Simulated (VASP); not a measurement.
```
BaF2
1.0
    0.00000     3.05950     3.05950
    3.05950     0.00000     3.05950
    3.05950     3.05950     0.00000
Ba F
1 2
Direct
  0.00000   0.00000   0.00000
  0.25000   0.25000   0.25000
  0.75000   0.75000   0.75000
```

Level of theory: PBE GGA, VASP's PBE PAW potentials (set 64) (plane waves; VASP). Run with 620 eV cut-off, 6×6×6 Γ-centred mesh, Gaussian smearing of 0.050 eV, potentials Ba_sv F.

Q: Estimate the energy per atom (σ→0), pressure.

A: 
```
Property                       Result
---------------------  --------------
energy per atom (σ→0)  -5.686 eV/atom
pressure                     5.06 GPa
```

Total energies compare only between runs with the same potentials, cut-off and functional.

The compound is BaF2 in the fluorite structure. It was relaxed first under an external pressure of 5 GPa.
